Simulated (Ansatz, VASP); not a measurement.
# CsIn: VASP beside Ansatz

Wanted: the spread between two codes on one cell, functional and k mesh. The cell is generated by rule, not measured, and may not be a known phase. The cell is taken from a series of runs on this material, whose earlier steps may have relaxed, scaled, displaced or heated it; both programs get it as it stands.

Method: plane waves, with VASP 6.6.1 beside it; zone-centre phonons at PBEsol, in Ansatz 0.2.0.

The structure was built from a prototype and need not be the compound's stable phase.

## Step 1: Starting point

Symmetry: P4/mmm, No. 123, tetragonal system. The conventional cell has a = 4.001 Å, b = 4.001 Å, c = 5.300 Å, α = 90.00°, β = 90.00°, γ = 90.00°. Nearest to Cs lie 8 In at 3.88 Å and 4 Cs at 4.00 Å. In has 8 Cs at 3.88 Å nearest. Farther neighbours are not listed. That group holds within 0.01 Å; judged at 0.001 Å it is Cmmm (No. 65).

## Step 2: VASP: zone-centre phonons, PBEsol

Second derivatives magnify differences that forces hide, and they need a tight electronic threshold.

Lines of VASP's logs that name or quote its potential files are left out, and so is its time.

The input, INCAR:

```
SYSTEM = CsIn
PREC = Accurate
ENCUT = 500
EDIFF = 1E-08
NELM = 120
ISMEAR = 1
SIGMA = 0.15
LREAL = .FALSE.
ALGO = Normal
GGA = PS
NBANDS = 17
LORBIT = 11
LWAVE = .FALSE.
LCHARG = .FALSE.
ISIF = 2
IBRION = 8
LASPH = .TRUE.
GGA_COMPAT = .FALSE.
KPAR = 2
```

The input, POSCAR:

```
CsIn
1.0
    2.8291912136     -2.8284658710      0.0000000000
    2.8291912136      2.8284658710      0.0000000000
    0.0000000000      0.0000000000      5.2996276533
Cs In
1 1
Direct
    0.0000000000      0.0000000000      0.0000000000
    0.5000000000      0.5000000000      0.5000000000
```

The input, KPOINTS:

```
Automatic mesh
0
Gamma
10 10 8
0 0 0
```

Potentials, in the order of the species: Cs_sv and In_d (PBE family, release 64).

On the command line:

```
$ mpirun -np 2 vasp_std
```

Numbers of over 12 decimals in the logs are rounded to 6 here.

The log of the run:

```text
[banner, memory and clock lines left out]
running    2 mpi-ranks, on    1 nodes
 distrk:  each k-point on    1 cores,    2 groups
 distr:  one band on    1 cores,    1 groups

 POSCAR found type information on POSCAR CsIn
 POSCAR found :  2 types and       2 ions
|                                                                             |
|               ----> ADVICE to this user running VASP <----                  |
|                                                                             |
|     You enforced a specific xc type in the INCAR file but a different       |
|     [... a line on the potential file left out ...]
|     I HOPE YOU KNOW WHAT YOU ARE DOING!                                     |
|                                                                             |

 LDA part: xc-table for (Slater+PW92), standard interpolation
 POSCAR, INCAR and KPOINTS ok, starting setup
 FFT: planning ... GRIDC
 FFT: planning ... GRID_SOFT
 FFT: planning ... GRID
 WAVECAR not read
 entering main loop
       N       E                     dE             d eps       ncg     rms          rms(c)
DAV:   1     0.156452030983E+03    0.15645E+03   -0.10225E+04  5270   0.128E+03
DAV:   2     0.117139324728E+02   -0.14474E+03   -0.14091E+03  5746   0.289E+02
DAV:   3    -0.318434653970E+01   -0.14898E+02   -0.14739E+02  6458   0.910E+01
DAV:   4    -0.361763961933E+01   -0.43329E+00   -0.43257E+00  6637   0.181E+01
DAV:   5    -0.362911665340E+01   -0.11477E-01   -0.11475E-01  6828   0.276E+00    0.132E+00
DAV:   6    -0.357772149590E+01    0.51395E-01   -0.81914E-02  7048   0.287E+00    0.553E-01
DAV:   7    -0.356480474556E+01    0.12917E-01   -0.46214E-02  6848   0.177E+00    0.259E-01
DAV:   8    -0.356478565076E+01    0.19095E-04   -0.35502E-03  6593   0.487E-01    0.614E-02
DAV:   9    -0.356478283955E+01    0.28112E-05   -0.36967E-04  6993   0.214E-01    0.249E-02
DAV:  10    -0.356478283047E+01    0.90768E-08   -0.47920E-05  6852   0.554E-02    0.130E-02
DAV:  11    -0.356478400645E+01   -0.11760E-05   -0.61794E-06  6539   0.230E-02    0.308E-03
DAV:  12    -0.356478385023E+01    0.15622E-06   -0.43121E-07  7592   0.388E-03    0.170E-03
DAV:  13    -0.356478376994E+01    0.80292E-07   -0.25363E-08  4988   0.102E-03    0.582E-04
DAV:  14    -0.356478381382E+01   -0.43882E-07   -0.39716E-09  3401   0.768E-04    0.128E-04
DAV:  15    -0.356478382040E+01   -0.65761E-08   -0.13938E-09  3156   0.301E-04
   1 F= -.35647838E+01 E0= -.35656043E+01  d E =0.246142E-02
 Linear response reoptimize wavefunctions to high precision
DAV:   1    -0.356478382096E+01   -0.56525E-09   -0.29306E-10  3209   0.219E-04
DAV:   2    -0.356478382099E+01   -0.23647E-10   -0.80998E-11  3039   0.818E-05
 Linear response DOF=           6
 Linear response progress:
  Degree of freedom:   1/  6
       N       E                     dE             d eps       ncg     rms          rms(c)
RMM:   1    -0.177016834767E+00   -0.17702E+00    0.12814E-01 10075   0.147E+00
RMM:   2    -0.179177267005E+00   -0.21604E-02   -0.32363E-03  8960   0.372E-01    0.173E-02
RMM:   3    -0.179241377314E+00   -0.64110E-04   -0.48476E-04  9869   0.142E-01    0.600E-03
RMM:   4    -0.179189164303E+00    0.52213E-04   -0.10971E-04  9987   0.584E-02    0.577E-03
RMM:   5    -0.179182890148E+00    0.62742E-05   -0.10556E-05  9619   0.224E-02    0.173E-03
RMM:   6    -0.179157695279E+00    0.25195E-04   -0.22216E-06  9959   0.909E-03    0.163E-03
RMM:   7    -0.179139503370E+00    0.18192E-04   -0.11740E-06  9773   0.536E-03    0.931E-04
RMM:   8    -0.179137865356E+00    0.16380E-05   -0.11479E-07  9770   0.203E-03    0.158E-04
RMM:   9    -0.179140506686E+00   -0.26413E-05   -0.47981E-08 10413   0.830E-04    0.180E-04
RMM:  10    -0.179139513919E+00    0.99277E-06   -0.12848E-08 10194   0.453E-04    0.177E-05
RMM:  11    -0.179139296889E+00    0.21703E-06   -0.28920E-08 10796   0.233E-04    0.171E-05
RMM:  12    -0.179139405494E+00   -0.10860E-06   -0.24595E-08 10041   0.153E-04    0.322E-06
RMM:  13    -0.179139395175E+00    0.10318E-07   -0.25566E-08  9657   0.126E-04    0.175E-06
RMM:  14    -0.179139394278E+00    0.89710E-09   -0.25669E-08  9166   0.116E-04    0.391E-07
 first order change of Fermi-energy  -0.64096E-05
 force on displaced ion       1 direction 1 :  -0.949   0.000   0.000
 Linear response progress:
  Degree of freedom:   2/  6
       N       E                     dE             d eps       ncg     rms          rms(c)
RMM:   1    -0.177027170679E+00   -0.17703E+00    0.12811E-01 10077   0.147E+00
RMM:   2    -0.179180805366E+00   -0.21536E-02   -0.32402E-03  8966   0.372E-01    0.174E-02
RMM:   3    -0.179244922329E+00   -0.64117E-04   -0.48517E-04  9865   0.142E-01    0.600E-03
RMM:   4    -0.179192785253E+00    0.52137E-04   -0.11026E-04  9983   0.585E-02    0.578E-03
RMM:   5    -0.179186768800E+00    0.60165E-05   -0.10638E-05  9608   0.225E-02    0.174E-03
RMM:   6    -0.179161544669E+00    0.25224E-04   -0.22474E-06  9968   0.914E-03    0.164E-03
RMM:   7    -0.179143247783E+00    0.18297E-04   -0.11877E-06  9787   0.539E-03    0.930E-04
RMM:   8    -0.179141559478E+00    0.16883E-05   -0.12175E-07  9779   0.203E-03    0.158E-04
RMM:   9    -0.179144200325E+00   -0.26408E-05   -0.38395E-08 10402   0.837E-04    0.180E-04
RMM:  10    -0.179143227531E+00    0.97279E-06   -0.24363E-08 10183   0.461E-04    0.183E-05
RMM:  11    -0.179142997361E+00    0.23017E-06   -0.29357E-08 10787   0.243E-04    0.173E-05
RMM:  12    -0.179143107038E+00   -0.10968E-06   -0.29231E-08 10045   0.164E-04    0.275E-06
RMM:  13    -0.179143094730E+00    0.12308E-07   -0.29820E-08  9640   0.136E-04    0.157E-06
RMM:  14    -0.179143091285E+00    0.34453E-08   -0.28530E-08  9118   0.125E-04    0.378E-07
 first order change of Fermi-energy   0.53457E-04
 force on displaced ion       1 direction 2 :   0.000  -0.951   0.000
 Linear response progress:
  Degree of freedom:   3/  6
       N       E                     dE             d eps       ncg     rms          rms(c)
RMM:   1    -0.196594383774E+00   -0.19659E+00    0.15952E-01  9568   0.154E+00
RMM:   2    -0.198863698692E+00   -0.22693E-02   -0.41720E-03  8885   0.409E-01    0.292E-02
RMM:   3    -0.198903949782E+00   -0.40251E-04   -0.57264E-04  9364   0.163E-01    0.108E-02
RMM:   4    -0.198804748231E+00    0.99202E-04   -0.18822E-04  9794   0.766E-02    0.948E-03
RMM:   5    -0.198805487179E+00   -0.73895E-06   -0.99599E-06  9725   0.233E-02    0.661E-03
RMM:   6    -0.198765927400E+00    0.39560E-04   -0.49003E-06  9414   0.128E-02    0.474E-03
RMM:   7    -0.198767518776E+00   -0.15914E-05   -0.56802E-07  9571   0.479E-03    0.232E-03
RMM:   8    -0.198758936636E+00    0.85821E-05   -0.47302E-07  9763   0.314E-03    0.689E-04
RMM:   9    -0.198760092963E+00   -0.11563E-05   -0.72099E-08 10231   0.120E-03    0.338E-04
RMM:  10    -0.198760268236E+00   -0.17527E-06   -0.41198E-08 10371   0.496E-04    0.294E-04
RMM:  11    -0.198760033595E+00    0.23464E-06   -0.41919E-08 10345   0.354E-04    0.660E-05
RMM:  12    -0.198759785446E+00    0.24815E-06   -0.33863E-08 10571   0.240E-04    0.167E-05
RMM:  13    -0.198759773296E+00    0.12150E-07   -0.42590E-08 10443   0.158E-04    0.475E-06
RMM:  14    -0.198759771163E+00    0.21332E-08   -0.41243E-08  9836   0.137E-04    0.251E-06
 first order change of Fermi-energy  -0.79051E-05
 force on displaced ion       1 direction 3 :   0.000   0.000  -1.428
 Linear response progress:
  Degree of freedom:   4/  6
       N       E                     dE             d eps       ncg     rms          rms(c)
RMM:   1    -0.234301615263E+00   -0.23430E+00   -0.17770E-01  7555   0.359E+00
RMM:   2    -0.236800840127E+00   -0.24992E-02   -0.73715E-03  8480   0.608E-01    0.365E-02
RMM:   3    -0.236803847907E+00   -0.30078E-05   -0.74451E-04  9617   0.168E-01    0.131E-02
RMM:   4    -0.236773954504E+00    0.29893E-04   -0.44289E-05  9856   0.487E-02    0.143E-02
RMM:   5    -0.236787759354E+00   -0.13805E-04   -0.64947E-06  9771   0.172E-02    0.293E-03
RMM:   6    -0.236787628181E+00    0.13117E-06   -0.12363E-06  9799   0.733E-03    0.311E-03
RMM:   7    -0.236773774502E+00    0.13854E-04   -0.20321E-07  9311   0.246E-03    0.635E-04
RMM:   8    -0.236773550082E+00    0.22442E-06   -0.41025E-08  9952   0.103E-03    0.681E-04
RMM:   9    -0.236775748575E+00   -0.21985E-05   -0.13615E-08  9910   0.494E-04    0.262E-04
RMM:  10    -0.236773883612E+00    0.18650E-05    0.17132E-08 10010   0.282E-04    0.123E-04
RMM:  11    -0.236774091706E+00   -0.20809E-06    0.69869E-08 10048   0.175E-04    0.180E-05
RMM:  12    -0.236774097371E+00   -0.56658E-08    0.64857E-08 10296   0.124E-04    0.595E-06
 first order change of Fermi-energy  -0.19838E-03
 force on displaced ion       2 direction 1 :  -0.956   0.000   0.000
 Linear response progress:
  Degree of freedom:   5/  6
       N       E                     dE             d eps       ncg     rms          rms(c)
RMM:   1    -0.234303396732E+00   -0.23430E+00   -0.17771E-01  7554   0.359E+00
RMM:   2    -0.236802449928E+00   -0.24991E-02   -0.73712E-03  8473   0.608E-01    0.365E-02
RMM:   3    -0.236805622022E+00   -0.31721E-05   -0.74497E-04  9622   0.168E-01    0.131E-02
RMM:   4    -0.236775829992E+00    0.29792E-04   -0.44371E-05  9859   0.488E-02    0.143E-02
RMM:   5    -0.236789679270E+00   -0.13849E-04   -0.65022E-06  9782   0.172E-02    0.294E-03
RMM:   6    -0.236789618203E+00    0.61067E-07   -0.12369E-06  9805   0.733E-03    0.310E-03
RMM:   7    -0.236775960898E+00    0.13657E-04   -0.20186E-07  9325   0.245E-03    0.593E-04
RMM:   8    -0.236775509617E+00    0.45128E-06   -0.42725E-08  9969   0.104E-03    0.683E-04
RMM:   9    -0.236777698616E+00   -0.21890E-05   -0.13177E-08  9922   0.497E-04    0.257E-04
RMM:  10    -0.236775858580E+00    0.18400E-05   -0.58954E-09  9991   0.285E-04    0.120E-04
RMM:  11    -0.236776063745E+00   -0.20517E-06    0.59073E-08 10072   0.181E-04    0.175E-05
RMM:  12    -0.236776070513E+00   -0.67674E-08    0.48904E-08 10307   0.130E-04    0.559E-06
 first order change of Fermi-energy  -0.14132E-03
 force on displaced ion       2 direction 2 :   0.000  -0.958   0.000
 Linear response progress:
  Degree of freedom:   6/  6
       N       E                     dE             d eps       ncg     rms          rms(c)
RMM:   1    -0.240704041820E+00   -0.24070E+00   -0.18340E-01  7724   0.348E+00
RMM:   2    -0.243114099200E+00   -0.24101E-02   -0.72304E-03  8368   0.525E-01    0.408E-02
RMM:   3    -0.243296566855E+00   -0.18247E-03   -0.61726E-04  9203   0.159E-01    0.160E-02
RMM:   4    -0.243371254826E+00   -0.74688E-04   -0.63038E-05  9462   0.518E-02    0.149E-02
RMM:   5    -0.243431594683E+00   -0.60340E-04   -0.10458E-05  9349   0.214E-02    0.282E-03
RMM:   6    -0.243433717466E+00   -0.21228E-05   -0.20125E-06  9752   0.788E-03    0.929E-04
RMM:   7    -0.243421837768E+00    0.11880E-04   -0.46517E-07  9574   0.314E-03    0.489E-04
RMM:   8    -0.243418521957E+00    0.33158E-05   -0.12286E-07  9797   0.122E-03    0.287E-04
RMM:   9    -0.243416275988E+00    0.22460E-05    0.35499E-08  9884   0.602E-04    0.132E-04
RMM:  10    -0.243416955226E+00   -0.67924E-06    0.61012E-07 10053   0.332E-04    0.451E-05
RMM:  11    -0.243416875502E+00    0.79724E-07    0.78557E-07 10188   0.203E-04    0.371E-05
RMM:  12    -0.243416731635E+00    0.14387E-06    0.43392E-07 10164   0.148E-04    0.154E-05
RMM:  13    -0.243416736693E+00   -0.50587E-08    0.21983E-07 10060   0.121E-04    0.119E-05
RMM:  14    -0.243416689865E+00    0.46828E-07    0.13145E-07 10121   0.105E-04    0.697E-06
RMM:  15    -0.243416687817E+00    0.20487E-08    0.56244E-08  9923   0.958E-05    0.258E-06
 first order change of Fermi-energy   0.63570E-04
 force on displaced ion       2 direction 3 :   0.000   0.000  -1.455
 Linear response finished
```

From OUTCAR (step 2):

```text
ion  position               nearest neighbor table
   1  0.000  0.000  0.000-
   2  0.500  0.500  0.500-

  LATTYP: Found a base centered orthorhombic cell.
 ALAT       =     5.6569317420
 B/A-ratio  =     1.0002564438
 C/A-ratio  =     0.9368378292

 Subroutine GETGRP returns: Found  8 space group operations
 (whereof  8 operations were pure point group operations)

The static configuration has the point symmetry D_2h.

 Found    155 irreducible k-points:

   k-points           NKPTS =    155   k-points in BZ     NKDIM =    155   number of bands    NBANDS=     17

   dimension x,y,z NGX =    30 NGY =   30 NGZ =   40
   dimension x,y,z NGXF=    60 NGYF=   60 NGZF=   80

   ENCUT  =  500.0 eV  36.75 Ry    6.06 a.u.   7.29  7.29  9.66*2*pi/ulx,y,z

   NELECT =      22.0000    total number of electrons

 k-points in reciprocal lattice and weights: Automatic mesh
   0.00000000  0.00000000  0.00000000       0.001
   0.10000000  0.00000000  0.00000000       0.005
   0.20000000  0.00000000  0.00000000       0.005
   0.30000000  0.00000000  0.00000000       0.005
   0.40000000  0.00000000  0.00000000       0.005
   0.50000000  0.00000000  0.00000000       0.003
   0.10000000  0.10000000  0.00000000       0.003
   0.20000000  0.10000000  0.00000000       0.005
   0.30000000  0.10000000  0.00000000       0.005
[...]
-0.40000000  0.40000000  0.50000000       0.003
   0.50000000  0.50000000  0.50000000       0.001

 average (electrostatic) potential at core
       1 -48.6569       2 -97.8204

  Total        0.0076024      0.0093196      0.0029952     -0.0000000      0.0000000      0.0000000
  in kB        0.1436057      0.1760424      0.0565787     -0.0000000      0.0000000      0.0000000
  external PRESSURE =       0.1254089 kB  Pullay stress =       0.0000000 kB

  energy-cutoff  :      500.00
  volume of cell :       84.82
      direct lattice vectors                 reciprocal lattice vectors
     2.829191214 -2.828465871  0.000000000     0.176728953 -0.176774274  0.000000000
     2.829191214  2.828465871  0.000000000     0.176728953  0.176774274  0.000000000
     0.000000000  0.000000000  5.299627653     0.000000000  0.000000000  0.188692502

 POSITION                                       TOTAL-FORCE (eV/Angst)
 -----------------------------------------------------------------------------------
      0.00000      0.00000      0.00000         0.000000      0.000000      0.000000
      2.82919      0.00000      2.64981         0.000000      0.000000      0.000000
 -----------------------------------------------------------------------------------
    total drift:                                0.000000      0.000000      0.000000

 Eigenvectors and eigenvalues of the dynamical matrix
 ----------------------------------------------------

   1 f  =    2.392478 THz    15.032381 2PiTHz   79.804466 cm-1     9.894488 meV
             X         Y         Z           dx          dy          dz
      0.000000  0.000000  0.000000    -0.000000   -0.000000   -0.677394
      2.829191  0.000000  2.649814     0.000000    0.000000    0.735621

   2 f  =    1.945985 THz    12.226984 2PiTHz   64.911069 cm-1     8.047943 meV
             X         Y         Z           dx          dy          dz
      0.000000  0.000000  0.000000    -0.000000   -0.679411   -0.000000
      2.829191  0.000000  2.649814     0.000000    0.733758   -0.000000

   3 f  =    1.944446 THz    12.217315 2PiTHz   64.859739 cm-1     8.041579 meV
             X         Y         Z           dx          dy          dz
      0.000000  0.000000  0.000000     0.679556   -0.000000   -0.000000
      2.829191  0.000000  2.649814    -0.733624    0.000000   -0.000000

   4 f/i=    0.003336 THz     0.020963 2PiTHz    0.111289 cm-1     0.013798 meV
             X         Y         Z           dx          dy          dz
      0.000000  0.000000  0.000000     0.733624    0.000000   -0.000000
      2.829191  0.000000  2.649814     0.679556    0.000000   -0.000000

   5 f/i=    0.003724 THz     0.023399 2PiTHz    0.124219 cm-1     0.015401 meV
             X         Y         Z           dx          dy          dz
      0.000000  0.000000  0.000000     0.000000   -0.733758    0.000000
      2.829191  0.000000  2.649814     0.000000   -0.679411    0.000000

   6 f/i=    0.011147 THz     0.070038 2PiTHz    0.371818 cm-1     0.046100 meV
             X         Y         Z           dx          dy          dz
      0.000000  0.000000  0.000000    -0.000000    0.000000    0.735621
      2.829191  0.000000  2.649814    -0.000000    0.000000    0.677394

 ELASTIC MODULI CONTR FROM IONIC RELAXATION (kBar)
 Direction    XX          YY          ZZ          XY          YZ          ZX
 --------------------------------------------------------------------------------
 XX           0.0000      0.0000      0.0000      0.0000      0.0000      0.0000
 YY           0.0000      0.0000      0.0000      0.0000      0.0000      0.0000
 ZZ           0.0000      0.0000      0.0000      0.0000      0.0000      0.0000
 XY           0.0000      0.0000      0.0000      0.0000      0.0000      0.0000
 YZ           0.0000      0.0000      0.0000      0.0000      0.0000      0.0000
 ZX           0.0000      0.0000      0.0000      0.0000      0.0000      0.0000
 --------------------------------------------------------------------------------
```

[end of part 1 of 2]

[Lines on the potential files, build, host, timing and source positions are cut from VASP's logs without a mark.]

[Logs are printed without paths, hosts, clocks, repeated set-up lines and the standing remarks that a program may print on its own settings, such as how far it seeks lower states.]

[Hosts, paths, dates, database ids (printed as entryN), source tags and the programs' standing remarks are cut or masked in the printed files.]
